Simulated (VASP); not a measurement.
# NiC (relaxed from the zinc blende structure, space group F-43m): computed properties

The numbers are results of r2SCAN meta-GGA, VASP's PBE PAW potentials (set 64) (plane waves; VASP), not measurements.

```yaml
space_group: F-43m (216)
cell: a = 4.314 Å, b = 4.314 Å, c = 4.314 Å, α = 90.00°, β = 90.00°, γ = 90.00°
volume_per_atom: 10.04 Å³/atom
band gap (over mesh and band path): none (metal, semimetal or under 0.01 eV)
density: 5.85 g/cm³
```

```xyz
2
Lattice="0.0000 2.1572 2.1572 2.1572 0.0000 2.1572 2.1572 2.1572 0.0000" Properties=species:S:1:pos:R:3 pbc="T T T"
Ni     0.0000     0.0000     0.0000
C      1.0786     1.0786     1.0786
```

The structure was generated: NiC was put into the zinc blende type (F-43m), which need not be its known phase. It was relaxed first, which changed the volume by -18 %. Symmetry was kept, so distortions that lower it aren't found.
